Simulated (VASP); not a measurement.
Here is the system:

```xyz
2
Lattice="3.8131 -2.1213 -0.0273 3.8131 2.1213 -0.0273 2.6579 0.0000 3.4606" Properties=species:S:1:pos:R:3 pbc="T T T"
Sb     2.4220     0.0000     0.8022
Sb     7.8620     0.0000     2.6039
```

Computed with PBEsol GGA, VASP's PBE PAW potentials (set 64) (plane waves; VASP). Run with 520 eV cut-off, 8×8×8 Γ-centred mesh, Gaussian smearing of 0.050 eV, potentials Sb.

Task: The ions and cell shape at fixed volume are relaxed. What does this cell relax into?

Result: 
```xyz
2
Lattice="3.7805 -2.1321 -0.0446 3.7805 2.1321 -0.0446 2.6194 0.0000 3.4610" Properties=species:S:1:pos:R:3 pbc="T T T"
Sb     2.4331     0.0000     0.8058
Sb     7.7473     0.0000     2.5659
```
Space group R-3m (166), at a tolerance of 0.03 Å.

Task: How much energy does the relaxation gain?

Result: The energy (σ→0) changes by -5.6 meV/atom, in 6 ionic steps.

The compound is Sb in the a7 structure. This cell is one point of a volume scan, at 0.94 of the reference volume. Symmetry was kept, so distortions that lower it aren't found.
